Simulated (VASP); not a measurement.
Write the native input for VASP 6.6.1 that does the following.

| Property | Result |
| --- | --- |
| Task | single point |
| Functional | PBE |
| Potentials or basis | VASP PAW PBE potentials, release 64 (O, Mg, S, H) |
| Cutoff | 520 eV |
| k mesh | 1 × 1 × 1 |
| Occupations | gaussian, width 0.01 eV |
| Spin | no spin polarisation |
| Further INCAR settings | ALGO = Fast; EDIFF = 1e-06; NBANDS = 16 |

The structure of OMgSH2 lies in POSCAR:

```
MgH2SO
1.0
   13.0000000000      0.0000000000      0.0000000000
    0.0000000000     13.0000000000      0.0000000000
    0.0000000000      0.0000000000     11.0000000000
O Mg S H
1 1 1 2
Direct
    0.3900010000      0.4163470000      0.5568830000
    0.4705970000      0.5174510000      0.5023350000
    0.5705300000      0.6509630000      0.4467290000
    0.3554360000      0.3499430000      0.5629680000
    0.6436220000      0.6288450000      0.5137710000
```

The cell isn't the ideal one: atoms moved at random, drawn with an rms of 0.05 Å.

The input as run:

INCAR

```
SYSTEM = MgH2SO
  PREC = Accurate
  ENCUT = 520
  EDIFF = 1E-6
  ISMEAR = 0
  SIGMA = 0.01
  LREAL = .False.
  LASPH = .True.
  NELM = 60
  ALGO = Fast
  ISIF = 2
  LWAVE = .False.
  LCHARG = .False.
  GGA = PE
  NBANDS = 16
```

KPOINTS

```
Automatic mesh
0
Gamma
  1 1 1
  0 0 0
```

Potentials or basis: VASP PAW PBE potentials, release 64 (O, Mg, S, H).

Launch:

```sh
$ cat potpaw_PBE.64/O/POTCAR potpaw_PBE.64/Mg/POTCAR potpaw_PBE.64/S/POTCAR potpaw_PBE.64/H/POTCAR > POTCAR
$ mpirun -np 1 vasp_gam > vasp.out
```

It gave:

The largest force is 3.842 eV/Å. The gap between the frontier levels is 4.03 eV.

Run time: 3.3 min on 1 thread of Intel(R) Xeon(R) Platinum 8488C (Sapphire Rapids), on a shared host, peak memory 1.4 GiB.
